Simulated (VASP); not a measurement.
OSZICAR of a VASP run on BN (space group P6_3/mmc):

**OSZICAR**
```
       N       E                     dE             d eps       ncg     rms          rms(c)
DAV:   1     0.501693540568E+02    0.50169E+02   -0.71997E+03  4648   0.989E+02
DAV:   2    -0.350398006813E+02   -0.85209E+02   -0.78025E+02  6584   0.228E+02
DAV:   3    -0.387738984264E+02   -0.37341E+01   -0.37113E+01  5960   0.508E+01
DAV:   4    -0.388124493997E+02   -0.38551E-01   -0.38532E-01  5676   0.566E+00
DAV:   5    -0.388130782267E+02   -0.62883E-03   -0.62870E-03  5920   0.698E-01    0.112E+01
DAV:   6    -0.355744998641E+02    0.32386E+01   -0.80815E+00  5400   0.223E+01    0.521E+00
DAV:   7    -0.352644373223E+02    0.31006E+00   -0.47031E-01  5972   0.558E+00    0.323E+00
DAV:   8    -0.351731804639E+02    0.91257E-01   -0.34113E-01  5716   0.435E+00    0.442E-01
DAV:   9    -0.351701196023E+02    0.30609E-02   -0.14010E-02  5516   0.988E-01    0.187E-01
DAV:  10    -0.351715091529E+02   -0.13896E-02   -0.14773E-03  5656   0.319E-01    0.407E-02
DAV:  11    -0.351716973517E+02   -0.18820E-03   -0.23202E-04  5640   0.132E-01    0.309E-02
DAV:  12    -0.351716926495E+02    0.47023E-05   -0.48983E-05  5312   0.557E-02    0.466E-03
DAV:  13    -0.351716929375E+02   -0.28802E-06   -0.21570E-06  5032   0.130E-02
   1 F= -.35171693E+02 E0= -.35150314E+02  d E =-.427583E-01
```

Task: Which electronic solver shows in the log?

Result: It is blocked Davidson (ALGO = Normal, or the opening steps of other solvers). The INCAR had ALGO = Normal.

Task: Can the final energy be trusted as converged?

Result: The run converged. It stopped with EDIFF = 1E-6, NELM = 100 (PBE GGA, plane waves, VASP's PBE PAW potentials (set 64)).

The structure comes from a computed database's BN entry; how it stands against other phases isn't given here. The cell was not relaxed at this level. The run is one of a series of settings (ISMEAR = -1, SIGMA = 0.5 against the base run), some of them coarse on purpose.
